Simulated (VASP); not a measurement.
Method: PBE GGA, VASP's PBE PAW potentials (set 64) (plane waves; VASP 6.6.1).

VASP ran on this input.

### POSCAR
```
BaTiO3
8.0675070
  0.5000000188   0.0000000000   0.0000000000
  0.0000000000   0.5000000188   0.0000000000
  0.0000000000   0.0000000000   0.5000000188
Ba Ti O
1 1 3
Direct
  0.0000000000   0.0000000000   0.0000000000
  0.5000000000   0.5000000000   0.5000000000
  0.5000000000   0.0000000000   0.5000000000
  0.0000000000   0.5000000000   0.5000000000
  0.5000000000   0.5000000000   0.0000000000
```

KPOINTS:
```
Automatic mesh
0
Gamma
6 6 6
0 0 0
```

INCAR:
```
ENCUT = 520
LORBIT = 11
ISMEAR = -5
ISIF = 2   # forces and stress, cell fixed
LREAL = .False.
NELM = 100   # most electronic steps
PREC = Accurate
NEDOS = 601
LEFG = .True.
LWAVE = .False.
EDIFF = 1E-7   # SCF stop (eV)
SYSTEM = BaTiO3
LMAXMIX = 4
LCHARG = .True.
GGA = PE   # PBE
LASPH = .True.
ALGO = Normal
```

POTCAR, in this order: Ba_sv Ti_sv O (PBE.64 set). Program: vasp_std.

Output of the run:

**OUTCAR**
```
 ion  position               nearest neighbor table
   1  0.000  0.000  0.000-   3 2.85   4 2.85   5 2.85   3 2.85   4 2.85   4 2.85   5 2.85   4 2.85
                             3 2.85   5 2.85   3 2.85   5 2.85   2 3.49   2 3.49   2 3.49   2 3.49
   2  0.500  0.500  0.500-   3 2.02   4 2.02   5 2.02   5 2.02   3 2.02   4 2.02   1 3.49   1 3.49
                             1 3.49   1 3.49   1 3.49   1 3.49   1 3.49   1 3.49
   3  0.500  0.000  0.500-   2 2.02   2 2.02   1 2.85   1 2.85   1 2.85   1 2.85
   4  0.000  0.500  0.500-   2 2.02   2 2.02   1 2.85   1 2.85   1 2.85   1 2.85
   5  0.500  0.500  0.000-   2 2.02   2 2.02   1 2.85   1 2.85   1 2.85   1 2.85
  LATTYP: Found a simple cubic cell.
 ALAT       =     4.0337536518
 Subroutine PRICEL returns:
 Original cell was already a primitive cell.
 Subroutine GETGRP returns: Found 48 space group operations
The static configuration has the point symmetry O_h .
The dynamic configuration has the point symmetry O_h .
 Subroutine INISYM returns: Found 48 space group operations
 Subroutine IBZKPT returns following result:
 Found     20 irreducible k-points:

 Following reciprocal coordinates:
            Coordinates               Weight
  0.000000  0.000000  0.000000      1.000000
  0.166667  0.000000  0.000000      6.000000
  0.333333  0.000000  0.000000      6.000000
  0.500000  0.000000  0.000000      3.000000
...
```

### OSZICAR
```
       N       E                     dE             d eps       ncg     rms          rms(c)
DAV:   1     0.458867013354E+03    0.45887E+03   -0.21413E+04   960   0.180E+03
DAV:   2    -0.944570701304E+00   -0.45981E+03   -0.45342E+03  1184   0.490E+02
DAV:   3    -0.488402432993E+02   -0.47896E+02   -0.47837E+02  1392   0.151E+02
DAV:   4    -0.510127211944E+02   -0.21725E+01   -0.21712E+01  1368   0.294E+01
DAV:   5    -0.511002325689E+02   -0.87511E-01   -0.87509E-01  1320   0.407E+00    0.229E+01
DAV:   6    -0.401896360104E+02    0.10911E+02   -0.75787E+01  1448   0.758E+01    0.101E+01
DAV:   7    -0.401703967627E+02    0.19239E-01   -0.12455E+01  1224   0.255E+01    0.626E+00
DAV:   8    -0.399706871137E+02    0.19971E+00   -0.10102E+00  1288   0.955E+00    0.281E+00
DAV:   9    -0.400006627321E+02   -0.29976E-01   -0.27743E-01  1304   0.406E+00    0.127E+00
DAV:  10    -0.399862451856E+02    0.14418E-01   -0.97551E-02  1264   0.330E+00    0.377E-01
DAV:  11    -0.399854343605E+02    0.81083E-03   -0.56144E-03  1440   0.573E-01    0.613E-02
DAV:  12    -0.399854969988E+02   -0.62638E-04   -0.60214E-04  1088   0.178E-01    0.656E-02
DAV:  13    -0.399854347558E+02    0.62243E-04   -0.35901E-04  1216   0.174E-01    0.141E-02
DAV:  14    -0.399854371634E+02   -0.24076E-05   -0.23702E-05  1144   0.491E-02    0.843E-03
DAV:  15    -0.399854363295E+02    0.83393E-06   -0.11853E-05  1224   0.317E-02    0.314E-03
DAV:  16    -0.399854360850E+02    0.24454E-06   -0.91537E-07  1256   0.868E-03    0.855E-04
DAV:  17    -0.399854360647E+02    0.20257E-07   -0.87882E-08   600   0.273E-03
   1 F= -.39985436E+02 E0= -.39985436E+02  d E =0.000000E+00
```

File OUTCAR:
```
------------------------ aborting loop because EDIFF is reached ----------------------------------------
  FORCE on cell =-STRESS in cart. coord.  units (eV):
  Direction    XX          YY          ZZ          XY          YZ          ZX
  --------------------------------------------------------------------------------------
  Total       -0.0306048     -0.0306048     -0.0306048      0.0000000     -0.0000000     -0.0000000
  in kB       -0.7470880     -0.7470880     -0.7470880      0.0000000     -0.0000000     -0.0000000
  external PRESSURE =      -0.7470880 kB  Pullay stress =       0.0000000 kB
  volume of cell :       65.63
      direct lattice vectors                 reciprocal lattice vectors
     4.033753652  0.000000000  0.000000000     0.247908050  0.000000000  0.000000000
     0.000000000  4.033753652  0.000000000     0.000000000  0.247908050  0.000000000
     0.000000000  0.000000000  4.033753652     0.000000000  0.000000000  0.247908050
 POSITION                                       TOTAL-FORCE (eV/Angst)
 -----------------------------------------------------------------------------------
      0.00000      0.00000      0.00000         0.000000      0.000000      0.000000
      2.01688      2.01688      2.01688         0.000000      0.000000      0.000000
      2.01688      0.00000      2.01688         0.000000      0.000000      0.000000
      0.00000      2.01688      2.01688         0.000000      0.000000      0.000000
      2.01688      2.01688      0.00000         0.000000      0.000000      0.000000
 -----------------------------------------------------------------------------------
    total drift:                                0.000000      0.000000     -0.000000
  FREE ENERGIE OF THE ION-ELECTRON SYSTEM (eV)
  ---------------------------------------------------
  free  energy   TOTEN  =       -39.9854360647 eV

  energy  without entropy=      -39.9854360647  energy(sigma->0) =      -39.98543606

 total charge

# of ion       s       p       d       tot
------------------------------------------
    1        2.006   5.649   0.315   7.970
    2        2.203   6.254   1.674  10.131
    3        1.563   3.456   0.000   5.019
    4        1.563   3.456   0.000   5.019
    5        1.563   3.456   0.000   5.019
--------------------------------------------------
tot          8.899  22.272   1.989  33.160

 Electric field gradients after diagonalization (V/A^2)
 (convention: |V_zz| > |V_xx| > |V_yy|)
----------------------------------------------------------------------
 ion       V_xx      V_yy      V_zz     asymmetry (V_yy - V_xx)/ V_zz
----------------------------------------------------------------------
   1      -0.000    -0.000    -0.000      -0.262
   2      -0.000     0.000     0.000       0.285
   3     -13.420   -13.420    26.840       0.000
   4     -13.420   -13.420    26.840       0.000
   5     -13.420   -13.420    26.840       0.000
```
(Selected blocks of OUTCAR.)

The compound is BaTiO3 in the cubic perovskite structure, the ideal cubic form; the compound distorts at low or room temperature. It was relaxed first.
